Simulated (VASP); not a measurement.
Data:

```
CELL_PARAMETERS angstrom
      1.40760    -2.43804     0.00000
      1.40760     2.43804     0.00000
      0.00000     0.00000     4.54920
ATOMIC_POSITIONS crystal
  Re 0.33333 0.66667 0.25000
  Re 0.66667 0.33333 0.75000
```

Computed with PBE GGA, VASP's PBE PAW potentials (set 64) (plane waves; VASP). Run with 520 eV cut-off, 13×13×7 Γ-centred mesh, first-order Methfessel-Paxton smearing of 0.10 eV, potentials Re.

Problem. Give the stress tensor in GPa (positive for a compressed cell).

Solution. 
```
-14.82    0.00    0.00
  0.00  -14.82    0.00
  0.00    0.00  -15.88
```
The pressure is its mean diagonal, -15.17 GPa.

The compound is Re in the hcp structure. The cell was not relaxed at this level. The run is one of a series of settings (ENCUT = 520 against the base run), some of them coarse on purpose.
